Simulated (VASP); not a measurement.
Write the native input for VASP 6.6.1 that does the following.

```yaml
Task: single point
Functional: PBEsol
Potentials_or_basis: VASP PAW PBE potentials, release 64 (Ta_pv, N)
Cutoff: 520 eV
k_mesh: 16 × 16 × 16
Occupations: gaussian, width 0.1 eV
Spin: non-collinear spin, zero start, spin-orbit coupling
Starting_moments: "[[0.0, 0.0, 0.0], [0.0, 0.0, 0.0]] μB"
Further_INCAR_settings: ALGO = Normal; EDIFF = 1e-06
```

The structure of TaN lies in POSCAR:

```
TaN
1.0
    0.0000000000      2.1897500000      2.1897500000
    2.1897500000      0.0000000000      2.1897500000
    2.1897500000      2.1897500000      0.0000000000
Ta N
1 1
Direct
    0.5000000000      0.5000000000      0.5000000000
    1.0000000000      0.0000000000      0.0000000000
```

The cell comes from a database or a generator and needn't be the stable form of this composition.

These files were run (other wordings do the same):

INCAR

```
  PREC = Accurate
  ENCUT = 520
  EDIFF = 1E-6
  ISMEAR = 0
  SIGMA = 0.1
  LREAL = F
  LASPH = T
  NELM = 60
  ALGO = Normal
  ISIF = 2
  LWAVE = F
  LCHARG = F
  MAGMOM = 0 0 0 0 0 0
  LORBIT = 11
  LSORBIT = T
  GGA_COMPAT = F
  LMAXMIX = 4
  GGA = PS
```

KPOINTS

```
Automatic mesh
0
Gamma
  16 16 16
```

Potentials or basis: VASP PAW PBE potentials, release 64 (Ta_pv, N).

The run is started by

```sh
$ cat potpaw_PBE.64/Ta_pv/POTCAR potpaw_PBE.64/N/POTCAR > POTCAR
$ mpirun -np 1 vasp_ncl > vasp.out
```

It gave:

```json
{
  "Pressure": "0.8 GPa",
  "Net moment": "0.00 μB per cell",
  "Valence electrons inside the program's atomic spheres": "Ta 8.99; N 3.76"
}
```

Caveat: the PAW data sets were made with another functional, which shifts forces and pressure a little.

It took 2 min on 1 thread of Intel(R) Xeon(R) Platinum 8259CL CPU @ 2.50GHz (Skylake/Cascade Lake), with other jobs on the host, peak memory 0.28 GiB.
